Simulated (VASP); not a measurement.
Level of theory: LDA (Ceperley-Alder, Perdew-Zunger), VASP's LDA PAW potentials (set 64) (plane waves; VASP 6.6.1).

The input files of a VASP run:

### INCAR
```
SYSTEM = LaB6
PREC = Accurate
ENCUT = 620
EDIFF = 1E-6
NELM = 100
ALGO = Normal
LREAL = .FALSE.
LASPH = .TRUE.
ISMEAR = 1
SIGMA = 0.1
LMAXMIX = 6
LWAVE = .FALSE.
LCHARG = .FALSE.
IBRION = 2
ISIF = 3
NSW = 40
EDIFFG = -0.02
PSTRESS = 50
```

POSCAR:
```
LaB6
1
    4.0990739587     0.0000000000     0.0000000000
    0.0000000000     4.0990739587     0.0000000000
    0.0000000000     0.0000000000     4.0990739587
La B
1 6
Direct
  0.0000000000   0.0000000000   0.0000000000
  0.8001270576   0.5000000000   0.5000000000
  0.5000000000   0.1998729424   0.5000000000
  0.5000000000   0.8001270576   0.5000000000
  0.1998729424   0.5000000000   0.5000000000
  0.5000000000   0.5000000000   0.8001270576
  0.5000000000   0.5000000000   0.1998729424
```

File KPOINTS:
```
Automatic mesh
0
Gamma
8 8 8
0 0 0
```

POTCAR, in this order: La B (LDA.64 set). Program: vasp_std.

Energy and stress use the plane-wave basis of the starting cell.

Task: Estimate the energy per atom (σ→0), volume per atom, band gap (on the k-mesh).

Result: 
```json
{
  "energy per atom (σ→0)": "-7.768 eV/atom",
  "band gap (on the k-mesh)": "none (metal, semimetal or under 0.01 eV)",
  "volume_per_atom": "9.59 Å³/atom"
}
```

OSZICAR:
```
...
       N       E                     dE             d eps       ncg     rms          rms(c)
DAV:   1    -0.543759987693E+02   -0.36443E-02   -0.86187E-02  1382   0.188E+00    0.111E-01
DAV:   2    -0.543758781429E+02    0.12063E-03   -0.41589E-03  2092   0.681E-01    0.627E-02
DAV:   3    -0.543757096560E+02    0.16849E-03   -0.14723E-03  1618   0.234E-01    0.163E-02
DAV:   4    -0.543756997226E+02    0.99334E-05   -0.20485E-04  1830   0.111E-01    0.917E-03
DAV:   5    -0.543756993284E+02    0.39414E-06   -0.11528E-05  2004   0.259E-02    0.246E-03
DAV:   6    -0.543756990701E+02    0.25830E-06   -0.16274E-06  1508   0.140E-02
   5 F= -.52280085E+02 E0= -.52280260E+02  d E =-.375290E-03
```

The compound is LaB6 in the cab6 structure. This run relaxes it under an external pressure of 5 GPa. Symmetry was kept, so distortions that lower it aren't found. The electron count is odd and the run is not spin-polarised, which forces a metal.
